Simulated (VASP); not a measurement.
PdAl (relaxed from the NiAs type structure, space group P6_3/mmc): computed properties

Calculation: r2SCAN meta-GGA, VASP's PBE PAW potentials (set 64) (plane waves; VASP).

```yaml
space_group: P6_3/mmc (194)
cell: a = 3.700 Å, b = 3.700 Å, c = 5.560 Å, α = 90.00°, β = 90.00°, γ = 120.00°
volume_per_atom: 16.48 Å³/atom
band gap (over mesh and band path): none (metal, semimetal or under 0.01 eV)
density: 6.72 g/cm³
```

```
CELL_PARAMETERS angstrom
      3.70018     0.00000     0.00000
     -1.85009     3.20445     0.00000
      0.00000     0.00000     5.55993
ATOMIC_POSITIONS crystal
  Pd 0.00000 0.00000 0.00000
  Pd 0.00000 0.00000 0.50000
  Al 0.33333 0.66667 0.25000
  Al 0.66667 0.33333 0.75000
```

The structure was generated: PdAl was put into the NiAs type type (P6_3/mmc), which need not be its known phase. It was relaxed first, which changed the volume by -23 %. Symmetry was kept, so distortions that lower it aren't found.
